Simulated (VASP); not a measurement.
OSZICAR of a VASP run on WS2 (2H layered):

**OSZICAR**
```
       N       E                     dE             d eps       ncg     rms          rms(c)
DAV:   1     0.527183971158E+03    0.52718E+03   -0.29059E+04  1096   0.168E+03
DAV:   2    -0.126902611533E+02   -0.53987E+03   -0.52993E+03  1163   0.454E+02
DAV:   3    -0.488806669632E+02   -0.36190E+02   -0.35905E+02  1255   0.104E+02
DAV:   4    -0.498298521569E+02   -0.94919E+00   -0.94696E+00  1232   0.172E+01
DAV:   5    -0.498534649221E+02   -0.23613E-01   -0.23603E-01  1233   0.280E+00    0.386E+01
DAV:   6    -0.475292272019E+02    0.23242E+01   -0.13857E+01  1158   0.217E+01    0.173E+01
DAV:   7    -0.472995054726E+02    0.22972E+00   -0.38276E+00  1152   0.910E+00    0.646E+00
DAV:   8    -0.471801548798E+02    0.11935E+00   -0.59223E-01  1268   0.462E+00    0.210E+00
DAV:   9    -0.471828907579E+02   -0.27359E-02   -0.69045E-02  1420   0.132E+00    0.104E+00
DAV:  10    -0.471805151411E+02    0.23756E-02   -0.33045E-02  1216   0.111E+00    0.290E-01
DAV:  11    -0.471802588564E+02    0.25628E-03   -0.48170E-03  1243   0.419E-01    0.137E-01
DAV:  12    -0.471802010933E+02    0.57763E-04   -0.25478E-04  1236   0.106E-01    0.493E-02
DAV:  13    -0.471802204146E+02   -0.19321E-04   -0.13950E-04  1317   0.614E-02    0.209E-02
DAV:  14    -0.471802183293E+02    0.20853E-05   -0.13040E-05  1276   0.231E-02    0.130E-02
DAV:  15    -0.471802184664E+02   -0.13712E-06   -0.13623E-06   811   0.682E-03
   1 F= -.49801519E+02 E0= -.49801519E+02  d E =-.498015E+02
       N       E                     dE             d eps       ncg     rms          rms(c)
DAV:   1    -0.471932831855E+02   -0.13065E-01   -0.10949E-01  1076   0.294E+00    0.812E-01
DAV:   2    -0.471899019099E+02    0.33813E-02   -0.19743E-02  1184   0.944E-01    0.299E-01
DAV:   3    -0.471891925705E+02    0.70934E-03   -0.34812E-03  1221   0.267E-01    0.106E-01
DAV:   4    -0.471890482508E+02    0.14432E-03   -0.48841E-04  1161   0.146E-01    0.554E-02
DAV:   5    -0.471890327144E+02    0.15536E-04   -0.93814E-05  1331   0.563E-02    0.475E-02
DAV:   6    -0.471890195520E+02    0.13162E-04   -0.31390E-05  1218   0.303E-02    0.112E-02
DAV:   7    -0.471890179434E+02    0.16086E-05   -0.76025E-06  1153   0.188E-02    0.617E-03
DAV:   8    -0.471890179342E+02    0.92505E-08   -0.19256E-07   657   0.369E-03
   2 F= -.49801141E+02 E0= -.49801141E+02  d E =0.377687E-03
       N       E                     dE             d eps       ncg     rms          rms(c)
DAV:   1    -0.471851665144E+02    0.38514E-02   -0.52991E-02  1076   0.204E+00    0.573E-01
DAV:   2    -0.471835045009E+02    0.16620E-02   -0.95480E-03  1163   0.657E-01    0.210E-01
DAV:   3    -0.471831628469E+02    0.34165E-03   -0.16717E-03  1199   0.186E-01    0.733E-02
DAV:   4    -0.471830988604E+02    0.63987E-04   -0.23758E-04  1156   0.102E-01    0.387E-02
DAV:   5    -0.471830988537E+02    0.66939E-08   -0.44215E-05  1288   0.390E-02    0.333E-02
DAV:   6    -0.471831009630E+02   -0.21093E-05   -0.14658E-05  1090   0.209E-02    0.798E-03
DAV:   7    -0.471831009183E+02    0.44731E-07   -0.37416E-06   864   0.140E-02
   3 F= -.49801609E+02 E0= -.49801609E+02  d E =-.895927E-04
```

Problem. Which electronic solver shows in the log?

Solution. It is blocked Davidson (ALGO = Normal, or the opening steps of other solvers). The INCAR had ALGO = Normal.

Problem. Can the final energy be trusted as converged?

Solution. Self-consistency was reached. It stopped with EDIFF = 1E-6, NELM = 100, NSW = 60 and EDIFFG = -0.02 after 3 ionic steps (PBE GGA with D3 dispersion (Becke-Johnson damping), plane waves, VASP's PBE PAW potentials (set 64)).

The compound is WS2 in the 2H layered structure. This run relaxes it. Symmetry was kept, so distortions that lower it aren't found. The start is the result of an earlier pass.
